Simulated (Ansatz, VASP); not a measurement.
# Ir12CO (Ir(111)) in two plane-wave programs

One calculation is typed for both programs; each brings its own data sets and cutoff. How far apart do they land? The structure shown is the end of the VASP relaxation below.

Main program and level: Ansatz 0.2.0; plane waves, with VASP 6.6.1 beside it; single point at PBEsol.

**1. Set-up**

The cell holds 14 atoms: 12 Ir, 1 C and 1 O. Its edges and angles: a = 5.421 Å, b = 5.421 Å, c = 19.426 Å, α = 90.0°, β = 90.0°, γ = 60.0°. It derives from Ir. As first built, before any earlier steps moved the atoms (in the runner's words): CO over the fcc site of Ir(111). Vacuum lies along c.

Structure file:

```
Ir C O
1.0
     5.42125    0.00000    0.00000
     2.71062    4.69494    0.00000
     0.00000    0.00000   19.42643
Ir C O
12 1 1
Direct
  0.16667 0.16667 0.38607
  0.66667 0.16667 0.38607
  0.16667 0.66667 0.38607
  0.66667 0.66667 0.38607
  0.83326 0.33337 0.49721
  0.33337 0.33337 0.49721
  0.83333 0.83333 0.49495
  0.33337 0.83326 0.49721
  0.99765 0.99765 0.61072
  0.50470 0.99765 0.61072
  0.99765 0.50470 0.61072
  0.50000 0.50000 0.60730
  0.16667 0.16667 0.68399
  0.16667 0.16667 0.74547
```

**2. VASP: relaxation, PBEsol**

This run makes the geometry at which the two programs are then compared.

Lines of VASP's logs that name or quote its potential files are left out, and so is its time.

File INCAR:

```
SYSTEM = Ir12CO
PREC = Normal
ENCUT = 440
EDIFF = 1E-05
NELM = 120
ISMEAR = 1
SIGMA = 0.15
LREAL = Auto
ALGO = Fast
GGA = PS
NBANDS = 73
LASPH = .TRUE.
LORBIT = 11
LWAVE = .FALSE.
LCHARG = .FALSE.
KPAR = 4
IBRION = 2
NSW = 50
ISIF = 2
EDIFFG = -0.03
POTIM = 0.4
MAXMIX = 40
IDIPOL = 3
LDIPOL = .TRUE.
DIPOL = 0.5 0.5 0.525
```

File POSCAR:

```
Ir12CO
1.0
    5.4212477360      0.0000000000      0.0000000000
    2.7106238680      4.6949382596      0.0000000000
    0.0000000000      0.0000000000     19.4264302408
Ir C O
12 1 1
Selective dynamics
Direct
    0.1666666700      0.1666666700      0.3860719600  F F F
    0.6666666700      0.1666666700      0.3860719600  F F F
    0.1666666700      0.6666666700      0.3860719600  F F F
    0.6666666700      0.6666666700      0.3860719600  F F F
    0.8333333300      0.3333333300      0.4969210300  T T T
    0.3333333300      0.3333333300      0.4969210300  T T T
    0.8333333300      0.8333333300      0.4969210300  T T T
    0.3333333300      0.8333333300      0.4969210300  T T T
    0.0000000000      0.0000000000      0.6077600200  T T T
    0.5000000000      0.0000000000      0.6077600200  T T T
    0.0000000000      0.5000000000      0.6077600200  T T T
    0.5000000000      0.5000000000      0.6077600200  T T T
    0.1666666700      0.1666666700      0.6669577200  T T T
    0.1666666700      0.1666666700      0.7261554200  T T T
```

File KPOINTS:

```
Automatic mesh
0
Gamma
6 6 1
0 0 0
```

The projector-augmented-wave data sets are Ir, C and O (PBE family, release 64).

Started as:

```sh
$ mpirun -np 4 vasp_std
```

Numbers of over 12 decimals in the logs are rounded to 6 here.

The program printed:

```text
[banner, memory and clock lines left out]
running    4 mpi-ranks, on    1 nodes
 distrk:  each k-point on    1 cores,    4 groups
 distr:  one band on    1 cores,    1 groups

 POSCAR found type information on POSCAR IrC O
 POSCAR found :  3 types and      14 ions
|                                                                             |
|               ----> ADVICE to this user running VASP <----                  |
|                                                                             |
|     You enforced a specific xc type in the INCAR file but a different       |
|     [... a line on the potential file left out ...]
|     I HOPE YOU KNOW WHAT YOU ARE DOING!                                     |
|                                                                             |

 LDA part: xc-table for (Slater+PW92), standard interpolation
 POSCAR, INCAR and KPOINTS ok, starting setup
 FFT: planning ... GRIDC
 FFT: planning ... GRID_SOFT
 FFT: planning ... GRID
 WAVECAR not read
 entering main loop
       N       E                     dE             d eps       ncg     rms          rms(c)
DAV:   1     0.110680330928E+04    0.11068E+04   -0.44993E+04  1022   0.124E+03
DAV:   2     0.264801031917E+01   -0.11042E+04   -0.10361E+04  1031   0.417E+02
DAV:   3    -0.127296692138E+03   -0.12994E+03   -0.12130E+03  1499   0.128E+02
DAV:   4    -0.135816800622E+03   -0.85201E+01   -0.80978E+01  1396   0.326E+01
DAV:   5    -0.136103094546E+03   -0.28629E+00   -0.28162E+00  1452   0.509E+00    0.564E+01
RMM:   6    -0.136879250894E+03   -0.77616E+00   -0.26586E+01  1040   0.254E+01    0.368E+01
RMM:   7    -0.233999941218E+03   -0.97121E+02   -0.16075E+02  1459   0.385E+01    0.852E+01
RMM:   8    -0.176771866030E+03    0.57228E+02   -0.28623E+01  1109   0.191E+01    0.503E+01
RMM:   9    -0.146026657432E+03    0.30745E+02   -0.50449E+01  1258   0.285E+01    0.338E+01
RMM:  10    -0.127480168834E+03    0.18546E+02   -0.15992E+01  1099   0.140E+01    0.142E+01
RMM:  11    -0.125840738113E+03    0.16394E+01   -0.42294E+00  1074   0.854E+00    0.886E+00
RMM:  12    -0.125437187778E+03    0.40355E+00   -0.21543E+00  1271   0.486E+00    0.532E+00
RMM:  13    -0.125286205446E+03    0.15098E+00   -0.47717E-01  1307   0.213E+00    0.362E+00
RMM:  14    -0.125245501511E+03    0.40704E-01   -0.16033E-01  1146   0.148E+00    0.298E+00
[...]
RMM:  22    -0.125169978941E+03   -0.59844E-04   -0.93050E-05   968   0.305E-02    0.555E-02
RMM:  23    -0.125169992980E+03   -0.14038E-04   -0.33567E-05   707   0.195E-02    0.373E-02
RMM:  24    -0.125170028606E+03   -0.35627E-04   -0.24269E-05   642   0.172E-02    0.257E-02
RMM:  25    -0.125170046580E+03   -0.17974E-04   -0.74341E-06   585   0.119E-02    0.169E-02
RMM:  26    -0.125170081647E+03   -0.35066E-04   -0.10235E-05   603   0.113E-02    0.186E-02
RMM:  27    -0.125170106205E+03   -0.24558E-04   -0.79064E-06   592   0.991E-03    0.606E-03
RMM:  28    -0.125170118047E+03   -0.11842E-04   -0.35346E-06   583   0.812E-03    0.745E-03
RMM:  29    -0.125170121199E+03   -0.31513E-05   -0.17274E-06   555   0.614E-03
   1 F= -.12517012E+03 E0= -.12517104E+03  d E =-.125170E+03
[... from here on, the cycles between the ionic steps are left out ...]
  29 F= -.12624152E+03 E0= -.12624376E+03  d E =-.122209E-02
  30 F= -.12624258E+03 E0= -.12624513E+03  d E =-.227927E-02
  31 F= -.12624162E+03 E0= -.12624478E+03  d E =-.132228E-02
  32 F= -.12624272E+03 E0= -.12624542E+03  d E =-.242045E-02
  33 F= -.12624293E+03 E0= -.12624580E+03  d E =-.209642E-03
  34 F= -.12624295E+03 E0= -.12624577E+03  d E =-.226155E-03
  35 F= -.12624295E+03 E0= -.12624579E+03  d E =-.230932E-03
  36 F= -.12624324E+03 E0= -.12624621E+03  d E =-.286515E-03
  37 F= -.12624325E+03 E0= -.12624625E+03  d E =-.294691E-03
  38 F= -.12624326E+03 E0= -.12624633E+03  d E =-.311967E-03
  39 F= -.12624326E+03 E0= -.12624635E+03  d E =-.312402E-03
  40 F= -.12624328E+03 E0= -.12624640E+03  d E =-.324615E-03
  41 F= -.12624335E+03 E0= -.12624646E+03  d E =-.700687E-04
  42 F= -.12624337E+03 E0= -.12624648E+03  d E =-.935285E-04
  43 F= -.12624342E+03 E0= -.12624652E+03  d E =-.477451E-04
 trial-energy change:   -0.000048  1 .order   -0.000034   -0.000042   -0.000027
 step:   0.2859(harm=  0.2859)  dis= 0.00088  next Energy=  -126.243429 (dE=-0.600E-04)
 bond charge predicted
       N       E                     dE             d eps       ncg     rms          rms(c)
DAV:   1    -0.126243452500E+03   -0.42183E-04   -0.58141E-03  1022   0.270E-01    0.682E-02
RMM:   2    -0.126243468157E+03   -0.15657E-04   -0.10934E-04   890   0.480E-02    0.655E-02
RMM:   3    -0.126243467922E+03    0.23497E-06   -0.22194E-05   591   0.211E-02
  44 F= -.12624347E+03 E0= -.12624657E+03  d E =-.987033E-04
 curvature:  -0.34 expect dE=-0.284E-04 dE for cont linesearch -0.199E-05
 trial: gam= 0.01589 g(F)=  0.843E-04 g(S)=  0.000E+00 ort = 0.763E-04 (trialstep = 0.137E+00)
 search vector abs. value=  0.870E-04
 reached required accuracy - stopping structural energy minimisation
```

From OUTCAR (step 2):

```text
ion  position               nearest neighbor table
   1  0.167  0.167  0.386-   6 2.66   5 2.66   8 2.66   2 2.71   2 2.71   3 2.71   4 2.71   3 2.71
                             4 2.71
   2  0.667  0.167  0.386-   5 2.66   6 2.66   7 2.66   1 2.71   1 2.71   3 2.71   4 2.71   4 2.71
                             3 2.71
   3  0.167  0.667  0.386-   8 2.66   7 2.66   6 2.66   4 2.71   4 2.71   1 2.71   2 2.71   2 2.71
                             1 2.71
   4  0.667  0.667  0.386-   7 2.66   8 2.66   5 2.66   3 2.71   3 2.71   1 2.71   2 2.71   1 2.71
                             2 2.71
   5  0.833  0.333  0.497-  12 2.66   9 2.66  11 2.66   2 2.66   1 2.66   4 2.66   6 2.71   6 2.71
                             7 2.71   8 2.71   7 2.71   8 2.71
   6  0.333  0.333  0.497-  11 2.66  10 2.66  12 2.66   1 2.66   2 2.66   3 2.66   5 2.71   5 2.71
                             7 2.71   8 2.71   8 2.71   7 2.71
   7  0.833  0.833  0.497-  10 2.66  11 2.66   9 2.66   4 2.66   3 2.66   2 2.66   8 2.71   8 2.71
                             5 2.71   6 2.71   6 2.71   5 2.71
   8  0.333  0.833  0.497-   9 2.66  12 2.66  10 2.66   3 2.66   4 2.66   1 2.66   7 2.71   7 2.71
                             5 2.71   6 2.71   5 2.71   6 2.71
   9  0.000  0.000  0.608-  13 1.94   8 2.66   5 2.66   7 2.66  10 2.71  10 2.71  11 2.71  12 2.71
                            11 2.71  12 2.71
  10  0.500  0.000  0.608-  13 1.94   7 2.66   6 2.66   8 2.66   9 2.71   9 2.71  11 2.71  12 2.71
                            12 2.71  11 2.71
  11  0.000  0.500  0.608-  13 1.94   6 2.66   7 2.66   5 2.66  12 2.71  12 2.71   9 2.71  10 2.71
                            10 2.71   9 2.71
  12  0.500  0.500  0.608-   5 2.66   8 2.66   6 2.66  11 2.71  11 2.71   9 2.71  10 2.71   9 2.71
                            10 2.71
  13  0.167  0.167  0.667-  14 1.15  10 1.94  11 1.94   9 1.94
  14  0.167  0.167  0.726-  13 1.15

  LATTYP: Found a hexagonal cell.
 ALAT       =     5.4212477360
 C/A-ratio  =     3.5833872914

 Subroutine GETGRP returns: Found  6 space group operations
 (whereof  2 operations were pure point group operations)

The static configuration has the point symmetry C_1h.
 The point group associated with its full space group is C_3v.

 Found      7 irreducible k-points:

   k-points           NKPTS =      7   k-points in BZ     NKDIM =      7   number of bands    NBANDS=     73

   dimension x,y,z NGX =    28 NGY =   28 NGZ =  100
   dimension x,y,z NGXF=    56 NGYF=   56 NGZF=  200

   ENCUT  =  440.0 eV  32.34 Ry    5.69 a.u.   9.27  9.27 33.23*2*pi/ulx,y,z

   NELECT =     118.0000    total number of electrons

 k-points in reciprocal lattice and weights: Automatic mesh
   0.00000000  0.00000000  0.00000000       0.028
   0.16666667  0.00000000  0.00000000       0.167
   0.33333333  0.00000000  0.00000000       0.167
   0.50000000  0.00000000  0.00000000       0.083
   0.33333333  0.16666667  0.00000000       0.167
   0.50000000  0.16666667  0.00000000       0.333
  -0.33333333  0.33333333  0.00000000       0.056

 dipolmoment           0.000000      0.000000      0.132526 electrons x Angstroem

 average (electrostatic) potential at core
       1 -58.4944       2 -58.5951       3 -58.5951       4 -58.5951       5 -59.1329
       6 -59.1329       7 -58.9916       8 -59.1329       9 -58.5898      10 -58.5898
      11 -58.5898      12 -58.4369      13 -56.9016      14 -76.4964

 E-fermi :  -0.1019

 k-point     1 :       0.0000    0.0000    0.0000
  band No.  band energies     occupation
    ...
     47      -1.2623      2.00000
     48      -1.2623      2.00000
     49      -0.6216      2.00001
     50      -0.6216      2.00001
     51      -0.3696      2.03009
     52      -0.0227      0.22965
     53      -0.0226      0.22911
     54       0.1828     -0.02189
     55       0.3132     -0.00065
     56       0.3132     -0.00065
    ...

 k-point     2 :       0.1667    0.0000    0.0000
  band No.  band energies     occupation
    ...
     50      -0.7429      2.00000
     51      -0.7348      2.00000
     52      -0.5698      2.00009
     53      -0.5414      2.00028
     54      -0.1642      1.63981
     55      -0.0506      0.45705
     56      -0.0035      0.11246
     57       0.0594     -0.06263
     58       0.1340     -0.04862
     59       0.2315     -0.00729
    ...

 k-point     3 :       0.3333    0.0000    0.0000
  band No.  band energies     occupation
    ...
     57      -0.5287      2.00043
     58      -0.4635      2.00342
     59      -0.3665      2.03173
     60      -0.1813      1.77123
     61      -0.1194      1.19557
     62       0.0534     -0.05691
     63       0.1511     -0.03827
     64       0.2829     -0.00172
     65       0.5234     -0.00000
     66       0.5591     -0.00000
    ...

  Total      -12.9025007    -12.9025007     -0.2587999      0.0000000      0.0000000      0.0000000
  in kB      -41.8082830    -41.8082830     -0.8385954      0.0000000      0.0000000      0.0000000
  external PRESSURE =     -28.1517205 kB  Pullay stress =       0.0000000 kB

  energy-cutoff  :      440.00
  volume of cell :      494.45
      direct lattice vectors                 reciprocal lattice vectors
     5.421247736  0.000000000  0.000000000     0.184459381 -0.106497673  0.000000000
     2.710623868  4.694938260  0.000000000     0.000000000  0.212995346  0.000000000
     0.000000000  0.000000000 19.426430241     0.000000000  0.000000000  0.051476261

 POSITION                                       TOTAL-FORCE (eV/Angst)
 -----------------------------------------------------------------------------------
      1.35531      0.78249      7.50000         0.000000      0.000000      0.075250
      4.06594      0.78249      7.50000         0.000000      0.265341     -0.029406
      2.71062      3.12996      7.50000         0.229792     -0.132670     -0.029406
      5.42125      3.12996      7.50000        -0.229792     -0.132670     -0.029406
      5.42096      1.56515      9.65907         0.004135     -0.002387      0.009167
      2.71091      1.56515      9.65907        -0.004135     -0.002387      0.009167
      6.77656      3.91245      9.61505         0.000000      0.000000     -0.027932
      4.06594      3.91212      9.65907         0.000000      0.004774      0.009167
      8.11274      4.68389     11.86418         0.001840      0.001062      0.007515
      5.44038      4.68389     11.86418        -0.001840      0.001062      0.007515
      6.77656      2.36956     11.86418        -0.000000     -0.002124      0.007515
      4.06594      2.34747     11.79769         0.000000      0.000000      0.018609
      1.35531      0.78249     13.28757         0.000000      0.000000     -0.004650
      1.35531      0.78249     14.48182        -0.000000      0.000000     -0.023104
 -----------------------------------------------------------------------------------
    total drift:                               -0.000124     -0.000071     -0.001185

  FREE ENERGIE OF THE ION-ELECTRON SYSTEM (eV)
  ---------------------------------------------------
  free  energy   TOTEN  =      -126.2434679222 eV

  energy  without entropy=     -126.2527720226  energy(sigma->0) =     -126.24656929

 reached required accuracy - stopping structural energy minimisation

 vacuum level on the upper side and lower side of the slab         6.368         5.418

 total charge
# of ion       s       p       d       tot
------------------------------------------
    1        0.675   0.601   6.919   8.195
    2        0.677   0.612   6.905   8.194
    3        0.677   0.612   6.905   8.194
    4        0.677   0.612   6.905   8.194
    5        0.673   0.756   6.972   8.400
    6        0.673   0.756   6.972   8.400
    7        0.676   0.747   7.019   8.442
    8        0.673   0.756   6.972   8.400
    9        0.669   0.670   6.993   8.332
   10        0.669   0.670   6.993   8.332
   11        0.669   0.670   6.993   8.332
   12        0.672   0.596   6.959   8.228
   13        0.887   1.594   0.000   2.481
   14        1.619   3.484   0.000   5.103
--------------------------------------------------
tot         10.586  13.134  83.507 107.227

[... 3 further parts left out ...]
```

CONTCAR:

```
Ir12CO
   1.00000000000000
     5.4212477359999998    0.0000000000000000    0.0000000000000000
     2.7106238679999999    4.6949382595999998    0.0000000000000000
     0.0000000000000000    0.0000000000000000   19.4264302407999985
  Ir              C               O
    12     1     1
Selective dynamics
Direct
     0.1666666699999979    0.1666666699999979    0.3860719600000024   F   F   F
     0.6666666699999979    0.1666666699999979    0.3860719600000024   F   F   F
     0.1666666699999979    0.6666666699999979    0.3860719600000024   F   F   F
     0.6666666699999979    0.6666666699999979    0.3860719600000024   F   F   F
     0.8332623198304081    0.3333688350847991    0.4972130423407272   T   T   T
     0.3333688350847991    0.3333688350847991    0.4972130423407272   T   T   T
     0.8333333300000021    0.8333333300000021    0.4949468280027171   T   T   T
     0.3333688350847991    0.8332623198304081    0.4972130423407272   T   T   T
     0.9976477772975463    0.9976477772975463    0.6107233820399501   T   T   T
     0.5047044454049077    0.9976477772975463    0.6107233820399501   T   T   T
     0.9976477772975463    0.5047044454049076    0.6107233820399501   T   T   T
     0.5000000000000000    0.5000000000000000    0.6073011571443961   T   T   T
     0.1666666699999979    0.1666666699999979    0.6839946081319501   T   T   T
     0.1666666699999979    0.1666666699999979    0.7454697800952684   T   T   T
```

This run has no spin polarisation, so a moment on Ir, if there is one, isn't seen. The run keeps the 6 symmetry operations of its start, so it cannot find a distortion of lower symmetry.

(Part 1 of 2 ends here.)

[Lines on the potential files, build, host, timing and source positions are cut from VASP's logs without a mark.]

[Logs are printed without paths, hosts, clocks, repeated set-up lines and the standing remarks that a program may print on its own settings, such as how far it seeks lower states.]

[Hosts, paths, dates, database ids (printed as entryN), source tags and the programs' standing remarks are cut or masked in the printed files.]
